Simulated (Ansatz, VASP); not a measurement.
# One calculation of SrTl, two programs

```
CELL_PARAMETERS angstrom
3.84861 0.00000 0.00000
0.00000 3.84861 0.00000
0.00000 0.00000 3.84861
ATOMIC_POSITIONS crystal
Sr 0.00000 0.00000 0.00000
Tl 0.50000 0.50000 0.50000
```

Change from the starting cell: volume scaled by 0.85, LAPW.

Alike in both runs: task single point; functional LDA; k mesh 9 × 9 × 9; occupations fermi-dirac, width 0.05 eV; no spin polarisation.

```csv
,VASP,Ansatz
version,VASP 6.6.1,Ansatz 0.2.0
potentials or method,"VASP PAW LDA potentials, release 64 (Sr_sv, Tl_d), cutoff 520 eV","all-electron LAPW, scalar-relativistic"
```

VASP gave:

```
pressure (GPa) : 3.5
```

Task: Estimate Ansatz's values.

Result: Pressure (GPa): 3.3.

Ansatz ran all-electron here, so the differences hold the error of VASP's frozen core and of both bases.

The runs have no spin-orbit coupling, so splittings on Tl are missing.
